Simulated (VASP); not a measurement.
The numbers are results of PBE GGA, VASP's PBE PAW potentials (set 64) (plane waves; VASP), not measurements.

A VASP calculation is set up with these files.

**INCAR**
```
ALGO = Normal
EDIFF = 1E-6
ENCUT = 400
GGA = PE
ISIF = 2
ISMEAR = 1
ISPIN = 2
LASPH = .True.
LCHARG = .False.
LMAXMIX = 4
LORBIT = 10
LREAL = .False.
LWAVE = .False.
MAGMOM = 0.8
NELM = 100
PREC = Accurate
SIGMA = 0.1
SYSTEM = Ni
```

File KPOINTS:
```
Automatic
0
gamma
  13 13 13
```

### POSCAR
```
Ni
1
    0.0000000000     1.7952000000     1.7952000000
    1.7952000000     0.0000000000     1.7952000000
    1.7952000000     1.7952000000     0.0000000000
Ni
1
Direct
  0.0000000000   0.0000000000   0.0000000000
```

POTCAR, in this order: Ni (PBE.64 set). Program: vasp_std.

Output of the run:

**OSZICAR**
```
       N       E                     dE             d eps       ncg     rms          rms(c)
DAV:   1     0.181188436860E+02    0.18119E+02   -0.41029E+03  3144   0.116E+03
DAV:   2    -0.616300444032E+01   -0.24282E+02   -0.23130E+02  3065   0.147E+02
DAV:   3    -0.646449994859E+01   -0.30150E+00   -0.30117E+00  3567   0.214E+01
DAV:   4    -0.646743106146E+01   -0.29311E-02   -0.29308E-02  3469   0.187E+00
DAV:   5    -0.646750484678E+01   -0.73785E-04   -0.73784E-04  3567   0.252E-01    0.937E+00
DAV:   6    -0.586924396540E+01    0.59826E+00   -0.18493E+01  3165   0.685E+01    0.654E+00
DAV:   7    -0.546653966166E+01    0.40270E+00   -0.34216E+00  3181   0.275E+01    0.175E+00
DAV:   8    -0.545327387825E+01    0.13266E-01   -0.18239E-02  4253   0.156E+00    0.910E-01
DAV:   9    -0.545077772192E+01    0.24962E-02   -0.21161E-03  4378   0.464E-01    0.237E-01
DAV:  10    -0.545024443172E+01    0.53329E-03   -0.69248E-04  3944   0.220E-01    0.326E-02
DAV:  11    -0.545024542119E+01   -0.98947E-06   -0.19436E-05  3855   0.521E-02    0.345E-02
DAV:  12    -0.545024636689E+01   -0.94570E-06   -0.11853E-06  1715   0.113E-02
   1 F= -.54502464E+01 E0= -.54502860E+01  d E =0.119024E-03  mag=     0.6314
```

### OUTCAR
```
------------------------ aborting loop because EDIFF is reached ----------------------------------------
  FORCE on cell =-STRESS in cart. coord.  units (eV):
  Direction    XX          YY          ZZ          XY          YZ          ZX
  --------------------------------------------------------------------------------------
  Total       -0.7926813     -0.7926813     -0.7926813      0.0000000     -0.0000000     -0.0000000
  in kB     -109.7591299   -109.7591299   -109.7591299      0.0000000     -0.0000000     -0.0000000
  external PRESSURE =    -109.7591299 kB  Pullay stress =       0.0000000 kB
  volume of cell :       11.57
      direct lattice vectors                 reciprocal lattice vectors
     0.000000000  1.795200000  1.795200000    -0.278520499  0.278520499  0.278520499
     1.795200000  0.000000000  1.795200000     0.278520499 -0.278520499  0.278520499
     1.795200000  1.795200000  0.000000000     0.278520499  0.278520499 -0.278520499
 POSITION                                       TOTAL-FORCE (eV/Angst)
 -----------------------------------------------------------------------------------
      0.00000      0.00000      0.00000         0.000000     -0.000000      0.000000
 -----------------------------------------------------------------------------------
    total drift:                                0.000000     -0.000000      0.000000
  FREE ENERGIE OF THE ION-ELECTRON SYSTEM (eV)
  ---------------------------------------------------
  free  energy   TOTEN  =        -5.4502463669 eV

  energy  without entropy=       -5.4503653911  energy(sigma->0) =       -5.45028604

 total charge

# of ion       s       p       d       tot
------------------------------------------
    1        0.472   0.446   8.287   9.205

 magnetization (x)

# of ion       s       p       d       tot
------------------------------------------
    1       -0.006  -0.024   0.679   0.649
```
(Selected blocks of OUTCAR.)

The compound is Ni in the fcc structure. The cell was not relaxed at this level.
